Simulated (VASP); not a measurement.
Calculation: r2SCAN meta-GGA, VASP's PBE PAW potentials (set 64) (plane waves; VASP).

VASP input:

### INCAR
```
SYSTEM = BiB
PREC = Accurate
ENCUT = 520
EDIFF = 1E-7
NELM = 100
ALGO = Normal
LREAL = .FALSE.
LASPH = .TRUE.
ISMEAR = -5
METAGGA = R2SCAN
LMIXTAU = .TRUE.
LMAXMIX = 4
LWAVE = .FALSE.
LCHARG = .FALSE.
LORBIT = 11
NEDOS = 601
ISIF = 2
```

File POSCAR:
```
BiB
1
    0.0000000000     2.6275290058     2.6275290058
    2.6275290058     0.0000000000     2.6275290058
    2.6275290058     2.6275290058     0.0000000000
Bi B
1 1
Direct
  0.0000000000   0.0000000000   0.0000000000
  0.5000000000   0.5000000000   0.5000000000
```

KPOINTS_OPT:
```
k-points along high-symmetry lines
10
Line-mode
Reciprocal
  0.000000   0.000000   0.000000 ! GAMMA
  0.500000   0.000000   0.500000 ! X

  0.500000   0.000000   0.500000 ! X
  0.625000   0.250000   0.625000 ! U

  0.375000   0.375000   0.750000 ! K
  0.000000   0.000000   0.000000 ! GAMMA

  0.000000   0.000000   0.000000 ! GAMMA
  0.500000   0.500000   0.500000 ! L

  0.500000   0.500000   0.500000 ! L
  0.500000   0.250000   0.750000 ! W

  0.500000   0.250000   0.750000 ! W
  0.500000   0.000000   0.500000 ! X
```

File KPOINTS:
```
Automatic mesh
0
Gamma
13 13 13
0 0 0
```

POTCAR, in this order: Bi_d B (PBE.64 set). Program: vasp_std.

Unless said otherwise, spin-orbit coupling is left out, though it shifts the bands of the heavy elements here.

Estimate the energy per atom (σ→0), band gap (over mesh and band path).

| Property | Value |
|---|---|
| energy per atom (σ→0) | -31.678 eV/atom |
| band gap (over mesh and band path) | none (metal, semimetal or under 0.01 eV) |

OSZICAR:
```
...
DAV:  15    -0.633567564443E+02    0.11646E-05   -0.24002E-05  2414   0.566E-02    0.150E-03
DAV:  16    -0.633567619562E+02   -0.55119E-05   -0.14032E-06  2384   0.157E-02    0.646E-04
DAV:  17    -0.633567611619E+02    0.79434E-06   -0.18441E-07  2442   0.414E-03    0.199E-04
DAV:  18    -0.633567616570E+02   -0.49509E-06   -0.22308E-08  1297   0.201E-03    0.994E-05
DAV:  19    -0.633567614781E+02    0.17887E-06   -0.34976E-09  1232   0.950E-04    0.908E-05
DAV:  20    -0.633567615482E+02   -0.70147E-07   -0.93785E-10  1187   0.398E-04
   1 F= -.63356762E+02 E0= -.63356762E+02  d E =0.000000E+00
       N       E                     dE             ncg
```

The structure was generated: BiB was put into the rocksalt type (Fm-3m), which need not be its known phase. It was relaxed first.
